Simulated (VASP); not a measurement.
Output of a VASP run:

File OUTCAR:
```
 ion  position               nearest neighbor table
   1  0.333  0.667  0.250-   2 3.06   2 3.06   2 3.06   2 3.06   2 3.06   2 3.06   2 4.33   2 4.33
                             2 4.33   2 4.33   2 4.33   2 4.33
   2  0.667  0.333  0.750-   1 3.06   1 3.06   1 3.06   1 3.06   1 3.06   1 3.06   1 4.33   1 4.33
                             1 4.33   1 4.33   1 4.33   1 4.33
  LATTYP: Found a hexagonal cell.
 ALAT       =     3.0627476517
 C/A-ratio  =     1.6331053358
 Subroutine PRICEL returns:
 Original cell was already a primitive cell.
 Subroutine GETGRP returns: Found 24 space group operations
The static configuration has the point symmetry D_3d.
 The point group associated with its full space group is D_6h.
The dynamic configuration has the point symmetry D_3d.
 Subroutine INISYM returns: Found 24 space group operations
 Subroutine IBZKPT returns following result:
 Found     96 irreducible k-points:

 Following reciprocal coordinates:
            Coordinates               Weight
  0.000000  0.000000  0.000000      1.000000
  0.071429  0.000000  0.000000      6.000000
  0.142857  0.000000  0.000000      6.000000
  0.214286  0.000000  0.000000      6.000000
  0.285714  0.000000  0.000000      6.000000
  0.357143  0.000000  0.000000      6.000000
  0.428571  0.000000  0.000000      6.000000
  0.500000  0.000000  0.000000      3.000000
  0.071429  0.071429  0.000000      6.000000
  0.142857  0.071429  0.000000     12.000000
  0.214286  0.071429  0.000000     12.000000
  0.285714  0.071429  0.000000     12.000000
  0.357143  0.071429  0.000000     12.000000
  0.428571  0.071429  0.000000     12.000000
  0.142857  0.142857  0.000000      6.000000
  0.214286  0.142857  0.000000     12.000000
  0.285714  0.142857  0.000000     12.000000
  0.357143  0.142857  0.000000     12.000000
  0.428571  0.142857  0.000000      6.000000
  0.214286  0.214286  0.000000      6.000000
  0.285714  0.214286  0.000000     12.000000
  0.357143  0.214286  0.000000     12.000000
  0.285714  0.285714  0.000000      6.000000
  0.357143  0.285714  0.000000      6.000000
  0.000000  0.000000  0.142857      2.000000
  0.071429  0.000000  0.142857     12.000000
  0.142857  0.000000  0.142857     12.000000
  0.214286  0.000000  0.142857     12.000000
  0.285714  0.000000  0.142857     12.000000
  0.357143  0.000000  0.142857     12.000000
  0.428571  0.000000  0.142857     12.000000
  0.500000  0.000000  0.142857      6.000000
  0.071429  0.071429  0.142857     12.000000
  0.142857  0.071429  0.142857     24.000000
  0.214286  0.071429  0.142857     24.000000
  0.285714  0.071429  0.142857     24.000000
  0.357143  0.071429  0.142857     24.000000
  0.428571  0.071429  0.142857     24.000000
  0.142857  0.142857  0.142857     12.000000
  0.214286  0.142857  0.142857     24.000000
   k-points           NKPTS =     96   k-points in BZ     NKDIM =     96   number of bands    NBANDS=     15
   number of dos      NEDOS =    301   number of ions     NIONS =      2
   total plane-waves  NPLWV =  20736
   dimension x,y,z NGX =    24 NGY =   24 NGZ =   36
   dimension x,y,z NGXF=    48 NGYF=   48 NGZF=   72
   ions per type =               2
   PREC   = accura    normal or accurate (medium, high low for compatibility)
   ISTART =      0    job   : 0-new  1-cont  2-samecut
   ICHARG =      2    charge: 1-file 2-atom 10-const
   ISPIN  =      1    spin polarized calculation?
   LNONCOLLINEAR =      F non collinear calculations
   LSORBIT =      F    spin-orbit coupling
   INIWAV =      1    electr: 0-lowe 1-rand  2-diag
   ENCUT  =  500.0 eV  36.75 Ry    6.06 a.u.   5.58  5.58  9.12*2*pi/ulx,y,z
   NELM   =    100;   NELMIN=  2; NELMDL= -5     # of ELM steps
   EDIFF  = 0.1E-05   stopping-criterion for ELM
   LREAL  =      F    real-space projection
   NLSPLINE    = F    spline interpolate recip. space projectors
   LMAXMIX     =    4 max onsite mixed and CHGCAR
   VOSKOWN=      0    Vosko Wilk Nusair interpolation
...
```

**OSZICAR**
```
...
       N       E                     dE             d eps       ncg     rms          rms(c)
DAV:   1    -0.115648149986E+02   -0.65320E-03   -0.26992E-01  2929   0.433E+00    0.439E-01
DAV:   2    -0.115608751773E+02    0.39398E-02   -0.99005E-03  3447   0.723E-01    0.322E-01
DAV:   3    -0.115594936354E+02    0.13815E-02   -0.35639E-03  3664   0.464E-01    0.195E-01
DAV:   4    -0.115594892735E+02    0.43619E-05   -0.10461E-04  3420   0.802E-02    0.626E-02
DAV:   5    -0.115594829754E+02    0.62981E-05   -0.19020E-05  3744   0.319E-02    0.476E-03
DAV:   6    -0.115594829465E+02    0.28934E-07   -0.64591E-07  1741   0.668E-03
   6 F= -.13091772E+01 E0= -.13088230E+01  d E =-.151350E-02
       N       E                     dE             d eps       ncg     rms          rms(c)
DAV:   1    -0.115615286824E+02   -0.20457E-02   -0.53562E-01  2908   0.609E+00    0.589E-01
DAV:   2    -0.115537571009E+02    0.77716E-02   -0.19751E-02  3454   0.102E+00    0.424E-01
DAV:   3    -0.115510473611E+02    0.27097E-02   -0.65909E-03  3671   0.632E-01    0.275E-01
DAV:   4    -0.115510222320E+02    0.25129E-04   -0.22027E-04  3546   0.116E-01    0.879E-02
DAV:   5    -0.115510082826E+02    0.13949E-04   -0.41679E-05  3797   0.469E-02    0.666E-03
DAV:   6    -0.115510082319E+02    0.50711E-07   -0.14789E-06  2201   0.999E-03
   7 F= -.13100782E+01 E0= -.13098642E+01  d E =-.241445E-02
       N       E                     dE             d eps       ncg     rms          rms(c)
DAV:   1    -0.115519402859E+02   -0.93200E-03   -0.40618E-03  2887   0.530E-01    0.505E-02
DAV:   2    -0.115518817531E+02    0.58533E-04   -0.14911E-04  3461   0.888E-02    0.357E-02
DAV:   3    -0.115518611899E+02    0.20563E-04   -0.50660E-05  3636   0.555E-02    0.233E-02
DAV:   4    -0.115518610436E+02    0.14631E-06   -0.15242E-06  2031   0.100E-02
   8 F= -.13100830E+01 E0= -.13098714E+01  d E =-.241930E-02
       N       E                     dE             d eps       ncg     rms          rms(c)
DAV:   1    -0.115944061490E+02   -0.42545E-01   -0.55640E-02  4016   0.175E+00    0.598E-01
DAV:   2    -0.115920372950E+02    0.23689E-02   -0.67926E-03  3673   0.620E-01    0.208E-01
DAV:   3    -0.115914793503E+02    0.55794E-03   -0.31352E-03  4600   0.303E-01    0.914E-02
DAV:   4    -0.115915890175E+02   -0.10967E-03   -0.17668E-04  3660   0.685E-02    0.677E-02
DAV:   5    -0.115916903477E+02   -0.10133E-03   -0.21258E-04  4344   0.564E-02    0.216E-02
DAV:   6    -0.115917044014E+02   -0.14054E-04   -0.26074E-05  4364   0.271E-02    0.721E-03
DAV:   7    -0.115917050193E+02   -0.61786E-06   -0.87860E-07  1792   0.763E-03
   9 F= -.13100016E+01 E0= -.13097715E+01  d E =0.814746E-04
       N       E                     dE             d eps       ncg     rms          rms(c)
DAV:   1    -0.115669304591E+02    0.24774E-01   -0.23885E-02  4040   0.114E+00    0.390E-01
DAV:   2    -0.115659141055E+02    0.10164E-02   -0.28722E-03  3682   0.404E-01    0.135E-01
DAV:   3    -0.115656761279E+02    0.23798E-03   -0.13125E-03  4639   0.196E-01    0.588E-02
DAV:   4    -0.115657219263E+02   -0.45798E-04   -0.74937E-05  3675   0.441E-02    0.437E-02
DAV:   5    -0.115657633626E+02   -0.41436E-04   -0.82198E-05  4343   0.349E-02    0.152E-02
DAV:   6    -0.115657702521E+02   -0.68895E-05   -0.13119E-05  3663   0.189E-02    0.436E-03
DAV:   7    -0.115657704941E+02   -0.24204E-06   -0.51485E-07  1471   0.608E-03
  10 F= -.13101170E+01 E0= -.13098993E+01  d E =-.339883E-04
```

OUTCAR:
```
------------------------ aborting loop because EDIFF is reached ----------------------------------------
  FORCE on cell =-STRESS in cart. coord.  units (eV):
  Direction    XX          YY          ZZ          XY          YZ          ZX
  --------------------------------------------------------------------------------------
  Total       10.2507016     10.2507355     10.2584750      0.0000000     -0.0000000      0.0000000
  in kB      449.7827213    449.7842074    450.1238041      0.0000000     -0.0000000      0.0000000
  external PRESSURE =      -0.1030891 kB  Pullay stress =     450.0000000 kB
  volume of cell :       36.51
      direct lattice vectors                 reciprocal lattice vectors
     1.469365891 -2.545020583  0.000000000     0.340282841 -0.196462065  0.000000000
     1.469365891  2.545020583  0.000000000     0.340282841  0.196462065  0.000000000
    -0.000000000 -0.000000000  4.882139195    -0.000000000  0.000000000  0.204828244
 POSITION                                       TOTAL-FORCE (eV/Angst)
 -----------------------------------------------------------------------------------
      1.46937      0.84834      1.22053         0.000000     -0.000000      0.000000
      1.46937     -0.84834      3.66160        -0.000000      0.000000      0.000000
 -----------------------------------------------------------------------------------
    total drift:                               -0.000000      0.000405     -0.000006
  FREE ENERGIE OF THE ION-ELECTRON SYSTEM (eV)
  ---------------------------------------------------
  free  energy   TOTEN  =       -11.5657704941 eV

  energy  without entropy=      -11.5651171740  energy(sigma->0) =      -11.56555272
  enthalpy is  TOTEN    =        -1.3101170296 eV   P V=       10.2556534645

 reached required accuracy - stopping structural energy minimisation
```
(Selected blocks of OUTCAR.)

### POSCAR
```
Y
1
    1.5313731289    -2.6524176741     0.0000000000
    1.5313731289     2.6524176741     0.0000000000
    0.0000000000     0.0000000000     5.0017895321
Y
2
Direct
  0.3333330000   0.6666670000   0.2500000000
  0.6666670000   0.3333330000   0.7500000000
```

### Question
Reconstruct the remaining input files.

### Answer
One answer among several that fit: the input of the run itself, LDA (Ceperley-Alder, Perdew-Zunger), plane waves, VASP's LDA PAW potentials (set 64).

File KPOINTS:
```
Automatic mesh
0
G
14 14 7
```

**INCAR**
```
SYSTEM  =  Y
PREC  =  Accurate; ENCUT  =  500; LREAL  =  .FALSE.
LASPH  =  .TRUE.
EDIFF  =  1E-6; NELM  =  100; ALGO  =  Normal
LMAXMIX  =  4
ISMEAR  =  1; SIGMA  =  0.1
IBRION  =  2; NSW  =  40; ISIF  =  3
EDIFFG  =  -0.02; PSTRESS  =  450
LWAVE  =  .FALSE.; LCHARG  =  .FALSE.
```

POTCAR, in this order: Y_sv (LDA.64 set). Program: vasp_std.

Energy and stress use the plane-wave basis of the starting cell.

The compound is Y in the hcp structure. This run relaxes it under an external pressure of 45 GPa. Symmetry was kept, so distortions that lower it aren't found.
